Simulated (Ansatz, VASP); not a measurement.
Given: the input of a run of Ansatz 0.2.0 on Tc3Sn. The cell comes from a database or a generator and needn't be the stable form of this composition.

input.yaml

```yaml
crystal:
  lattice:
    - [2.9415865702, 0.0, 0.0]
    - [-1.4707932851, 2.5474886972, 0.0]
    - [0.0, 0.0, 8.633447]
  atoms:
    - { symbol: Sn, position: [0.0, 0.0, 0.0] }
    - { symbol: Tc, position: [0.3333333333, 0.6666666667, 0.738218] }
    - { symbol: Tc, position: [0.3333333333, 0.6666666667, 0.261782] }
    - { symbol: Tc, position: [0.0, 0.0, 0.5] }
hamiltonian:
  xc: pbe
  pseudopotentials: { kind: paw }
kpoints:
  mp_grid: { grid: [10, 10, 3] }
scf:
  occupations: { method: gaussian, width: 0.02 }
output:
  forces: true
  stress: true
  eigenvalues: true
  write_density: true
  write_potential: true
  elf: true
  volumetric_format: npy
```

Potentials or basis: Ansatz PAW earlier set.

Command:

```console
$ ansatz run input.yaml --threads 2 --pin off --max-ram 5632MiB --backend cpu --events-out ev --progress --plain --runs-dir out
```

Problem. Translate it to VASP 6.6.1. Potentials or basis there: PBE PAW files Sn_d, Tc_pv, release 54, 520 eV.

Solution. As run (cutoffs and basis follow the program's own potentials, and thresholds, step limits or extra output files can differ):

INCAR

```
SYSTEM = Tc3Sn
PREC = Accurate
ENCUT = 520
EDIFF = 1E-6
ISMEAR = 0
SIGMA = 0.02
LREAL = .FALSE.
LASPH = .TRUE.
NELM = 100
ALGO = Normal
ISIF = 2
LWAVE = .FALSE.
LCHARG = .TRUE.
GGA = PE
LELF = .TRUE.
LVHAR = .TRUE.
```

File KPOINTS:

```
regular mesh
0
G
  10 10 3
  0 0 0
```

The input POSCAR:

```
Tc3Sn
1.0
    2.9415865702      0.0000000000      0.0000000000
   -1.4707932851      2.5474886972      0.0000000000
    0.0000000000      0.0000000000      8.6334470000
Sn Tc
1 3
Direct
    0.0000000000      0.0000000000      0.0000000000
    0.3333333333      0.6666666667      0.7382180000
    0.3333333333      0.6666666667      0.2617820000
    0.0000000000      0.0000000000      0.5000000000
```

Potentials or basis: VASP PAW PBE potentials, release 54 (Sn_d, Tc_pv).

Launch:

```sh
$ cat potpaw_PBE.54/Sn_d/POTCAR potpaw_PBE.54/Tc_pv/POTCAR > POTCAR
$ mpirun -np 1 vasp_std > vasp.out
```

Both were run:

|  | Ansatz | VASP |
| --- | --- | --- |
| Pressure | -1.9 GPa | -2.2 GPa |

Ansatz's pressure holds a Pulay term of +0.01 GPa for its cutoff of 500 eV, which the other run lacks.

The potentials hold 59 and 53 valence electrons a cell.

Where Ansatz's input types no cutoff or centring, it takes its own default and a Γ-centred mesh.

Pressure is positive in compression.
